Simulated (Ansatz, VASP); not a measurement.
# One calculation of SrAlO, two programs

```
Sr Al O
1.0
     3.60246    0.00000    0.00000
     0.00000    3.60246    0.00000
     0.00000    0.00000   10.23346
Sr Al O
2 2 2
Direct
  0.50000 0.00000 0.66853
  0.00000 0.50000 0.33147
  0.50000 0.00000 0.08073
  0.00000 0.50000 0.91927
  0.50000 0.50000 0.00000
  0.00000 0.00000 0.00000
```

Change from the starting cell: species swapped into the ZrSeO type (P4/nmm, No. 129).

Alike in both runs: functional PBE; k mesh 6 × 6 × 4; occupations gaussian, width 0.1 eV; no spin polarisation.

Ansatz relaxed the structure, and its values are those at the end. VASP's run is a single point on that final structure, the one shown.

|  | VASP | Ansatz |
| --- | --- | --- |
| version | VASP 6.6.1 | Ansatz 0.2.0 |
| potentials or method | VASP PAW PBE potentials, release 64 (Sr_sv, Al, O) | scalar-relativistic, plane waves, PAW |
| plane-wave cutoff (eV) | 520 | 420 |
| valence electrons in the cell | 38 | 38 |

|  | VASP | Ansatz | Ansatz less VASP |
| --- | --- | --- | --- |
| gap on the k mesh at the Fermi level (eV) | none | none | - |
| pressure (GPa) | 0.1 | 0.1 | +0.01 |
| rms of the force components (eV/Å) | 0.008 | 0.007 | -0.0010 |

A gap of «none» marks a metal or a gap that the smearing closes.
